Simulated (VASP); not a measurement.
A convergence study with VASP on Ir (fcc): a few settings are varied, all else stays as given below, so the limit is that of these other settings. The cell's lengths are 1 % over those of the tabulated start, so it is off equilibrium.

```yaml
crystal:
  lattice:
    - [0.00000, 1.93920, 1.93920]
    - [1.93920, 0.00000, 1.93920]
    - [1.93920, 1.93920, 0.00000]
  atoms:
    - { symbol: Ir, position: [0.00000, 0.00000, 0.00000] }
```

Level of theory: PBE GGA, VASP's PBE PAW potentials (set 64) (plane waves; VASP). The last row used: LREAL = Auto, 600 eV cut-off, 14×14×14 Γ-centred mesh, first-order Methfessel-Paxton smearing of 0.10 eV, potentials Ir.

| setting | E (eV/atom) | pressure (GPa) | plane waves |
|---|---|---|---|
| ENCUT = 300, LREAL = .FALSE., PREC = Normal | -8.8388 | -2.31 | 190 |
| ENCUT = 400, LREAL = .FALSE., PREC = Normal | -8.8383 | -1.36 | 283 |
| ENCUT = 500, LREAL = .FALSE., PREC = Normal | -8.8384 | -1.46 | 388 |
| ENCUT = 600, LREAL = .FALSE., PREC = Normal | -8.8388 | -1.34 | 531 |
| ENCUT = 500, LREAL = .FALSE., PREC = Accurate | -8.8384 | -1.46 | 388 |
| ENCUT = 600, LREAL = .FALSE., PREC = Accurate | -8.8388 | -1.34 | 531 |
| ENCUT = 300, LREAL = Auto, PREC = Normal | -8.8393 | -2.29 | 190 |
| ENCUT = 400, LREAL = Auto, PREC = Normal | -8.8385 | -1.42 | 283 |
| ENCUT = 500, LREAL = Auto, PREC = Normal | -8.8388 | -1.48 | 388 |
| ENCUT = 600, LREAL = Auto, PREC = Normal | -8.8398 | -1.84 | 531 |
| ENCUT = 300, LREAL = Auto, PREC = Accurate | -8.8393 | -2.28 | 190 |
| ENCUT = 400, LREAL = Auto, PREC = Accurate | -8.8388 | -1.36 | 283 |
| ENCUT = 500, LREAL = Auto, PREC = Accurate | -8.8384 | -1.44 | 388 |
| ENCUT = 600, LREAL = Auto, PREC = Accurate | -8.8398 | -1.51 | 531 |

Left out are rungs that failed or repeat a setting and relaxations that didn't move; long series are thinned to 24 rows.

The compound is Ir in the fcc structure. The cell was not relaxed at this level.
